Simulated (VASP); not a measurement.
Here is the system:

```xyz
4
Lattice="0.0364 4.0665 3.9295 4.0665 0.0364 3.9295 2.0514 2.0514 0.0000" Properties=species:S:1:pos:R:3 pbc="T T T"
Al     0.0000     0.0000     0.0000
Ag     2.0332     0.0182     1.9648
Ag     0.0182     2.0332     1.9648
Ag     2.0514     2.0514     3.9295
```

These are PBEsol GGA, VASP's PBE PAW potentials (set 64) (plane waves; VASP) values and carry that method's errors. Settings: 400 eV cut-off, 8×8×15 Γ-centred mesh, tetrahedra with Blöchl corrections, potentials Al Ag.

The cores are frozen, which limits the accuracy of field gradients.

**Question.** Give the principal components of the electric field gradient (V/Å²) and the asymmetry η at each nucleus.

**Answer.** 
```
atom   Vxx  Vyy    Vzz     η
----  ----  ---  -----  ----
Al1    1.3  0.7   -2.0  0.28
Ag2   20.3  1.3  -21.6  0.88
Ag3   20.3  1.3  -21.6  0.88
Ag4    6.7  0.4   -7.0  0.90
```

The structure was generated: Ag3Al was put into an ordered model structure (Cmmm), which need not be its known phase. It was relaxed first.
